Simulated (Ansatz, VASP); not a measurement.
# C (Diamond) in two plane-wave programs, part 2 of 3

One calculation is typed for both programs; each brings its own data sets. How far apart do they land? The cell is taken from a series of runs on this material, whose earlier steps may have relaxed, scaled, displaced or heated it; both programs get it as it stands.

VASP 6.6.1 and Ansatz 0.2.0.

So far: The starting structure; VASP: zone-centre phonons, LDA, pair 1.

### Step 3. Ansatz: zone-centre phonons, LDA, pair 1

Level of this step: Ansatz beside VASP: Kohn-Sham DFT, plane waves, LDA (Ansatz).

Ansatz runs on its PAW soft_1 files.

The same cell, functional (in two slightly different forms) and mesh now go to Ansatz, which takes its cutoff from its data sets.

File input.yaml:

```yaml
crystal:
  lattice:
    - [0.0, 1.7637318, 1.7833906183]
    - [1.7637318, 0.0, 1.7833906183]
    - [1.7637318, 1.7637318, 0.0]
  atoms:
    - { symbol: C, position: [0.5, 0.5, 0.5] }
    - { symbol: C, position: [0.75, 0.75, 0.75] }
kpoints:
  mp_grid: { grid: [12, 12, 12] }
hamiltonian:
  xc: lda
  pseudopotentials: { kind: paw, azcp: { folder: soft_1 }, xc_functional: pbe }
scf:
  occupations: { method: fixed }
output:
  eigenvalues: true
phonons:
  method: dfpt
  dielectric: true
  rigid_motions: translations
```

Command:

```
ansatz run input.yaml --threads 4 --pin off --max-ram 10240MiB --backend cpu --events-out ev --progress --plain --runs-dir out
```

Numbers of over 12 decimals in the logs are rounded to 6 here.

The program printed:

```text
Engine: ansatz 0.2.0, x86_64-unknown-linux-gnu
Pseudopotentials: kind: paw
Pseudopotential: C, paw, valence charge 4, recommended cutoff 420 eV (normal), soft_1/C.paw.azcp
Functional definition: SPW92
  exchange = slater_x
  correlation = pw_c
Crystal: 2 atoms, lattice volume = 11.095 Å³
Basis set: ecut = 420 eV, 197 PW (Γ), exchange–correlation on 40×40×40 points (8 copies of the dense FFT grid, shifted against one another)
Bands: 8, of which v1, the nominal top of the filled ones, is band 4 counted from 1 (3 counted from 0)
Symmetry: 16 space group operations
k-points: 868 of 1728 (irreducible under 1 space group operation, time reversal used)
Non-local potential: C, projectors of the file, l = 0: 2, l = 1: 2, l = 2: 1
PAW form: soft (Blöchl's): semilocal exchange-correlation on the pseudo side does not see the compensation charge
PAW frozen core: C, regenerated for the run's functional, and the local potential with it (the file was generated under x = pbe(κ = 0.804, μ = 0.219515), c = pbe(β = 0.066725))
PAW one-centre angular grid: C, 110 points (default); XC on 64 Gauss nodes
Initial density: superposition of atomic densities (chi_scale 0.1, normalization cell)
Initial wavefunctions: pseudopotential atomic-orbital guess
Functional: x = slater, c = lda
SCF iter   1: F=—  HF=-486.701349 eV  |F-HF|=—  |Δ(HF+E_count)|=         —  Δρ=1.45e-1  dr2=1.66e0  ethr=3.10e-3  ⟨swp⟩=3.9  Hψ=39896  notcnv=0  defer=1521
preconditioner: auto → none  [insulator: Δε(μ)=4.846 eV  Ē_g=19.870 eV  n_scr=0 (ndim 8)  ℏωp=31.5 eV  f_vac=0.000  ε∞_Penn≈3.5]
SCF iter   2: F=—  HF=-486.063184 eV  |F-HF|=—  |Δ(HF+E_count)|=   6.38e-1  Δρ=5.50e-2  dr2=2.09e-1  ethr=3.10e-3  ⟨swp⟩=2.6  Hψ=18710  notcnv=0  defer=1429
SCF iter   3: F=—  HF=-485.986771 eV  |F-HF|=—  |Δ(HF+E_count)|=   7.64e-2  Δρ=5.72e-3  dr2=1.07e-3  ethr=2.62e-3  ⟨swp⟩=2.8  Hψ=12205  notcnv=0  defer=1615
SCF iter   4: F=—  HF=-485.986821 eV  |F-HF|=—  |Δ(HF+E_count)|=   4.95e-5  Δρ=1.08e-4  dr2=3.79e-7  ethr=1.34e-5  ⟨swp⟩=2.7  Hψ=10218  notcnv=0  defer=1730
SCF iter   5: F=—  HF=-485.986823 eV  |F-HF|=—  |Δ(HF+E_count)|=   2.61e-6  Δρ=3.67e-5  dr2=3.34e-8  ethr=4.74e-9  ⟨swp⟩=2.2  Hψ=9898  notcnv=0  defer=539
SCF iter   6: F=—  HF=-485.986823 eV  |F-HF|=—  |Δ(HF+E_count)|=  3.50e-10  Δρ=5.10e-6  dr2=8.17e-10  ethr=4.17e-10  ⟨swp⟩=1.1  Hψ=7127  notcnv=0  defer=538
SCF iter   7: F=-485.986823 eV  HF=-485.986823 eV  |F-HF|=2.78e-11  |Δ(HF+E_count)|=  2.71e-10  Δρ=1.52e-6  dr2=7.04e-11  ethr=1.25e-12  ⟨swp⟩=7.0  Hψ=36356  notcnv=0
SCF 1 converged in 7 iterations: F = -485.986823 eV  dr2 = 7.04e-11
  greatest PAW one-centre occupation: 0.642 electrons in one spin orbital (limit 2), on the C atom at site 1 (counted from 0), in its partial waves of l = 0
NSCF: frozen V_eff on 3 k-points
DFPT response loops at Γ: preconditioner auto → none (the input reference at scf.mixing.eps_inf says where Resta's filter doesn't serve); β = 0.50; Broyden in place of MSR1
── the response to a field inside a basis, on 12×12×12 k-points: an SCF that follows is theirs, and a resumed run solves both again ──
Bands: 5, of which v1, the nominal top of the filled ones, is band 4 counted from 1 (3 counted from 0)
k-points: 468 of 1728 (irreducible under 4 space group operations)
Initial density: handed on by an earlier stage of this run
Initial wavefunctions: pseudopotential atomic-orbital guess (no wavefunctions were taken with the density)
Eigensolver: Dense (468 Hₖ)
SCF iter   1: F=—  HF=-485.989978 eV  |F-HF|=—  |Δ(HF+E_count)|=         —  Δρ=5.62e-4  dr2=4.33e-6  ethr=1.00e-1
preconditioner: auto → none  [insulator: Δε(μ)=4.244 eV  Ē_g=16.080 eV  n_scr=0 (ndim 8)  ℏωp=31.5 eV  f_vac=0.000  ε∞_Penn≈4.8]
SCF iter   2: F=—  HF=-485.989980 eV  |F-HF|=—  |Δ(HF+E_count)|=   1.82e-6  Δρ=2.79e-4  dr2=1.00e-6  ethr=5.41e-8
SCF iter   3: F=-485.989981 eV  HF=-485.989981 eV  |F-HF|=1.41e-9  |Δ(HF+E_count)|=   7.63e-7  Δρ=1.07e-5  dr2=1.69e-9  ethr=1.25e-8
SCF 1 converged in 3 iterations: F = -485.989981 eV  dr2 = 1.69e-9
DFPT response loops at Γ: mixed as the last ones told, above
SCF converged after 7 iterations
Free energy (F): -485.986823 eV
Harris-Foulkes:  -485.986823 eV  (|F-HF|=2.78e-11)
Internal energy: -485.986823 eV  (E = F + TS)
E sigma→0 (E₀):  -485.986823 eV
Fermi energy:    13.554756 eV
--- Per-component energies (eV) ---
  E_band       = 35.592594
  E_kinetic    = 181.096462
  E_local      = -110.396794  (includes V_loc(G=0)·N_el)
  E_nonlocal   = 47.952059
  E_hartree    = 25.930810
  E_xc         = -95.064206
  E_vxc        = -117.739067  (∫ρ·V_xc dr)
  E_paw        = -185.086124  (= ΣΔE_a)
  E_vpaw       = -17.181732  (= ΣTr[D̂ρ^β])
  E_aug_tail   = 0.000038  (compensation charges beyond the density's cutoff)
  E_ewald      = -350.544732
  E_core_change = 0.125665  (= ΣΔE_core)
  E_smearing   = -0.000000  (= −TS)
  E_closure    = 0.000000  (closes the sum)
  Σ components = -485.986823   (vs F -485.986823, Δ=0.00e0)
--- Band table (eV; the first three rows and the last of 868) ---
  k-point 0: bands = ["-8.1382", "13.3812", "13.5548", "13.5548", "19.0545", "19.0545", "19.1898", "27.4758"]
  k-point 1: bands = ["-7.9432", "12.2552", "13.1111", "13.2258", "19.4873", "19.5483", "19.8634", "27.5920"]
  k-point 2: bands = ["-7.3600", "9.7119", "12.3819", "12.5180", "20.4295", "20.4659", "21.0338", "27.9241"]
  k-point 867: bands = ["-2.1628", "-0.1225", "10.5378", "10.7416", "21.8804", "22.0266", "22.8303", "29.0684"]
--- Phonons (Γ-DFPT): 2 representative perturbations + reference, on 868 of 1728 k-points (Σ response iterations 6) ---
  k mesh reduced under 1 symmetry operation, with k and −k counted as one. Each operation leaves every solved perturbation unchanged. A smaller set is not considered because the run solves the response to a homogeneous field
  ASR residual: 5.546e-4 → 0.000e0 eV/Å²; symmetrization residual: 5.524e-7 eV/Å²
  ASR residual per site (eV/Å²): 5.55e-4 5.55e-4
  Γ frequencies (cm⁻¹): 0.00 0.00 0.00 1307.21 1314.53 1314.53
  ε∞ (high-frequency dielectric tensor):
        5.735306     0.000000     0.000000
        0.000000     5.735306     0.000000
        0.000000     0.000000     5.857402
  ε⁰ (static dielectric tensor: ions relaxed, cell fixed):
        5.735306     0.000000     0.000000
        0.000000     5.735306     0.000000
        0.000000     0.000000     5.857402
  ε⁰ − ε∞ (ionic part):
        0.000000     0.000000     0.000000
        0.000000     0.000000     0.000000
        0.000000     0.000000     0.000000
  softest optical mode at Γ: 1307.21 cm⁻¹; the repairs (sum rule, projections) moved no ω² at Γ by more than (3.55 cm⁻¹)²
  Born effective charges Z* (e; rows j = field, columns β = displacement):
    site 0:
         0.00000    0.00000    0.00000
         0.00000    0.00000    0.00000
         0.00000   -0.00000    0.00000
    site 1:
         0.00000    0.00000    0.00000
         0.00000    0.00000    0.00000
         0.00000    0.00000    0.00000
  Z* charge neutrality: 4.002e-4 e pre-enforcement
  solved inside a basis spanned on kpoints, on 12×12×12 k-points, its susceptibility summed on 18×18×18: ε∞ is read to err by 1.5e-2, Z* by 4.3e-3 e (field_mesh: kpoints solves on kpoints)
  optical modes at Γ without the LO–TO term, one row a degenerate level:
      ω (cm⁻¹)  modes    IR ((D/Å)²/amu)
       1307.21      1             0.0000
       1314.53      2             0.0000
  optical modes at Γ + LO–TO along q̂ = [1.0000, 0.0000, 0.0000]:
      ω (cm⁻¹)  modes    IR ((D/Å)²/amu)
       1307.21      1             0.0000
       1314.53      2             0.0000
  optical modes at Γ + LO–TO along q̂ = [0.0000, 1.0000, 0.0000]:
      ω (cm⁻¹)  modes    IR ((D/Å)²/amu)
       1307.21      1             0.0000
       1314.53      2             0.0000
  optical modes at Γ + LO–TO along q̂ = [0.0000, 0.0000, 1.0000]:
      ω (cm⁻¹)  modes    IR ((D/Å)²/amu)
       1307.21      1             0.0000
       1314.53      2             0.0000
```

The column dr2 measures how far the density is from self-consistency, as an energy; F and HF (Harris–Foulkes) agree once it is small.

### Step 4. Differences

Known differences besides the potentials themselves: the two LDA forms differ slightly; fixed occupations in Ansatz, narrow Gaussian smearing in VASP; VASP's response is taken on the typed mesh, Ansatz refines its own for the field response alone; the cutoff is 420 eV in Ansatz and 600 eV in VASP; VASP's log shows a relativistic correction to its local exchange, Ansatz's none. Total energies have different zeros and are not compared.

The two programs side by side:

```csv
quantity,Ansatz,VASP,difference
ε∞ xx,5.74,5.73,+0.03 %
ε∞ yy,5.74,5.73,+0.03 %
ε∞ zz,5.86,5.86,+0.03 %
Born charge of C1 (mean of the diagonal) (e),0.00,0.00,0.00
optical mode 1 (cm⁻¹),1307.2,1312.0,-0.37 %
optical mode 2 to 3 (cm⁻¹),1314.5,1318.9,-0.34 %
```

Modes are paired by rising frequency, not by their patterns, so a pair may set unlike modes beside each other; they are those without the splitting of longitudinal modes.

### Step 5. VASP: zone-centre phonons, LDA, pair 2

Second derivatives magnify differences that forces hide, and they need a tight electronic threshold. The cell compared in this pair holds 11.18 Å³, against 11.10 Å³ for the pair before.

File INCAR:

```
SYSTEM = C
PREC = Accurate
ENCUT = 600
EDIFF = 1E-08
NELM = 120
ISMEAR = 0
SIGMA = 0.01
LREAL = .FALSE.
ALGO = Normal
GGA = CA
NBANDS = 10
LORBIT = 11
LWAVE = .FALSE.
LCHARG = .FALSE.
ISIF = 2
IBRION = 8
LEPSILON = .TRUE.
LASPH = .TRUE.
GGA_COMPAT = .FALSE.
EFERMI = MIDGAP
KPAR = 2
```

File POSCAR:

```
C
1.0
    0.0000000000      1.7619419930      1.8010479512
    1.7619419930      0.0000000000      1.8010479512
    1.7619419930      1.7619419930      0.0000000000
C
2
Direct
    0.5000000000      0.5000000000      0.5000000000
    0.7500000000      0.7500000000      0.7500000000
```

File KPOINTS:

```
Automatic mesh
0
Gamma
12 12 12
0 0 0
```

Potentials, in the order of the species: C (LDA family, release 64).

Command:

```
mpirun -np 2 vasp_std
```

The program printed:

```text
[... set-up lines as in an earlier step ...]
 entering main loop
       N       E                     dE             d eps       ncg     rms          rms(c)
DAV:   1     0.298938860869E+00    0.29894E+00   -0.53469E+03  3374   0.865E+02
DAV:   2    -0.206797288794E+02   -0.20979E+02   -0.20323E+02  4572   0.137E+02
DAV:   3    -0.210698557555E+02   -0.39013E+00   -0.38926E+00  3876   0.151E+01
DAV:   4    -0.210706728541E+02   -0.81710E-03   -0.81704E-03  3562   0.823E-01
[...]
DAV:  10    -0.202394031821E+02   -0.14431E-05   -0.17783E-06  3588   0.120E-02    0.444E-03
DAV:  11    -0.202394031194E+02    0.62637E-07   -0.58201E-08  3650   0.199E-03    0.763E-04
DAV:  12    -0.202394031103E+02    0.91205E-08   -0.14373E-09  1942   0.379E-04
   1 F= -.20239403E+02 E0= -.20239403E+02  d E =0.000000E+00
 Linear response reoptimize wavefunctions to high precision
DAV:   1    -0.202394031085E+02    0.18077E-08   -0.91622E-11  2112   0.103E-04
DAV:   2    -0.202394031085E+02    0.14779E-11   -0.30116E-12  1718   0.216E-05
 Linear response G [H, r] |phi>, progress :
  Direction:   1
[...]
RMM:  11    -0.111117116806E+00   -0.11599E-08   -0.16269E-08  9673   0.164E-04    0.589E-08
 first order change of Fermi-energy  -0.79025E-05
 force on displaced ion       1 direction 1 : -37.926  -0.000   0.000
 Born effective charge ion    1 direction 1 :   0.000   0.000   0.000
 Linear response progress:
  Degree of freedom:   2/  2
       N       E                     dE             d eps       ncg     rms          rms(c)
RMM:   1    -0.119016910941E+00   -0.11902E+00   -0.12360E-02 13282   0.207E+00
RMM:   2    -0.110304233082E+00    0.87127E-02   -0.27123E-03  8535   0.397E-01    0.188E-01
RMM:   3    -0.110423777053E+00   -0.11954E-03   -0.20542E-04  8463   0.112E-01    0.103E-01
RMM:   4    -0.111202751102E+00   -0.77897E-03   -0.23225E-04  8335   0.115E-01    0.132E-02
[...]
RMM:   8    -0.111154496102E+00   -0.29658E-07   -0.75547E-08  9372   0.196E-04    0.100E-05
RMM:   9    -0.111154370196E+00    0.12591E-06   -0.74490E-08  9737   0.172E-04    0.139E-06
RMM:  10    -0.111154371812E+00   -0.16163E-08   -0.34696E-08  7828   0.160E-04    0.446E-07
 first order change of Fermi-energy  -0.77831E+01
 force on displaced ion       1 direction 3 :  -0.000  -0.000 -37.104
 Born effective charge ion    1 direction 3 :   0.000   0.000  -0.000
 Born effective charges drift removed
 Linear response finished
```

From OUTCAR (step 5):

```text
  Total        0.0613600      0.0613600     -1.4110970      0.0000000      0.0000000     -0.0000000
  in kB        8.7913928      8.7913928   -202.1757079      0.0000000      0.0000000     -0.0000000
  external PRESSURE =     -61.5309741 kB  Pullay stress =       0.0000000 kB

 POSITION                                       TOTAL-FORCE (eV/Angst)
 -----------------------------------------------------------------------------------
      1.76194      1.76194      1.80105         0.000000      0.000000     -0.000000
      2.64291      2.64291      2.70157        -0.000000     -0.000000      0.000000
 -----------------------------------------------------------------------------------
    total drift:                                0.000000     -0.000000      0.000000

 MACROSCOPIC STATIC DIELECTRIC TENSOR (including local field effects in DFT)
 ------------------------------------------------------
           5.707442     0.000000     0.000000
           0.000000     5.707442     0.000000
          -0.000000    -0.000000     5.951972
 ------------------------------------------------------

[... 2 parts as in an earlier step ...]

[... 1 further part left out ...]
```

### Step 6. Ansatz: zone-centre phonons, LDA, pair 2

The same cell, functional (in two slightly different forms) and mesh now go to Ansatz, which takes its cutoff from its data sets.

The cell is taken from a series of runs on this material, whose earlier steps may have relaxed, scaled, displaced or heated it; both programs get it as it stands.

input.yaml, the sections that differ from step 3:

```yaml
crystal:
  lattice:
    - [0.0, 1.761941993, 1.8010479512]
    - [1.761941993, 0.0, 1.8010479512]
    - [1.761941993, 1.761941993, 0.0]
  atoms:
    - { symbol: C, position: [0.5, 0.5, 0.5] }
    - { symbol: C, position: [0.75, 0.75, 0.75] }
# kpoints, hamiltonian, scf, output, phonons: as in step 3
```

Command:

```
ansatz run input.yaml --threads 4 --pin off --max-ram 10240MiB --backend cpu --events-out ev --progress --plain --runs-dir out
```

The program printed:

```text
[...]
Crystal: 2 atoms, lattice volume = 11.182 Å³
Basis set: ecut = 420 eV, 215 PW (Γ), exchange–correlation on 40×40×40 points (8 copies of the dense FFT grid, shifted against one another)
Bands: 8, of which v1, the nominal top of the filled ones, is band 4 counted from 1 (3 counted from 0)
Symmetry: 16 space group operations
k-points: 868 of 1728 (irreducible under 1 space group operation, time reversal used)
[...]
optical modes at Γ + LO–TO along q̂ = [1.0000, 0.0000, 0.0000]:
      ω (cm⁻¹)  modes    IR ((D/Å)²/amu)
[...]
optical modes at Γ + LO–TO along q̂ = [0.0000, 1.0000, 0.0000]:
      ω (cm⁻¹)  modes    IR ((D/Å)²/amu)
       1291.08      1             0.0000
       1306.00      2             0.0000
  optical modes at Γ + LO–TO along q̂ = [0.0000, 0.0000, 1.0000]:
      ω (cm⁻¹)  modes    IR ((D/Å)²/amu)
       1291.08      1             0.0000
       1306.00      2             0.0000
[key lines of the parts left out:]
SCF converged after 8 iterations
Free energy (F): -485.975922 eV
Fermi energy:    13.468151 eV
```

### Step 7. Comparison

Both answers:

```csv
quantity,Ansatz,VASP,difference
ε∞ xx,5.71,5.71,+0.03 %
ε∞ yy,5.71,5.71,+0.03 %
ε∞ zz,5.95,5.95,+0.04 %
Born charge of C1 (mean of the diagonal) (e),0.00,0.00,0.00
optical mode 1 (cm⁻¹),1291.1,1296.2,-0.39 %
optical mode 2 to 3 (cm⁻¹),1306.0,1310.5,-0.34 %
```

Modes are paired by rising frequency, not by their patterns, so a pair may set unlike modes beside each other; they are those without the splitting of longitudinal modes.

[end of part 2 of 3]

[Lines on the potential files, build, host, timing and source positions are cut from VASP's logs without a mark.]

[Logs are printed without paths, hosts, clocks, repeated set-up lines and the standing remarks that a program may print on its own settings, such as how far it seeks lower states.]

[Hosts, paths, dates, database ids (printed as entryN), source tags and the programs' standing remarks are cut or masked in the printed files.]
